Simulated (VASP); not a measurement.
SrTiO3:

```
CELL_PARAMETERS angstrom
3.90500 0.00000 0.00000
0.00000 3.90500 0.00000
0.00000 0.00000 3.90500
ATOMIC_POSITIONS crystal
Sr 0.00000 0.00000 0.00000
Ti 0.50000 0.50000 0.50000
O 0.00000 0.50000 0.50000
O 0.50000 0.00000 0.50000
O 0.50000 0.50000 0.00000
```

Base run:

* Program: VASP 6.6.1
* Functional: TB-mBJ
* Potentials or basis: VASP PAW PBE potentials, release 64 (Sr_sv, Ti_sv, O)
* Cutoff: 520 eV
* k mesh: 8 × 8 × 8
* Occupations: fermi-dirac, width 0.05 eV
* Spin: no spin polarisation

Its results: band gap on the k mesh 2.83 eV, indirect (least direct gap 3.25 eV).

Problem. The run is repeated on the same cell with these changes: functional from TB-mBJ to r2SCAN. What comes out?

Solution. Band gap on the k mesh 2.28 eV, indirect (least direct gap 2.66 eV).

A k mesh can miss the band edges.
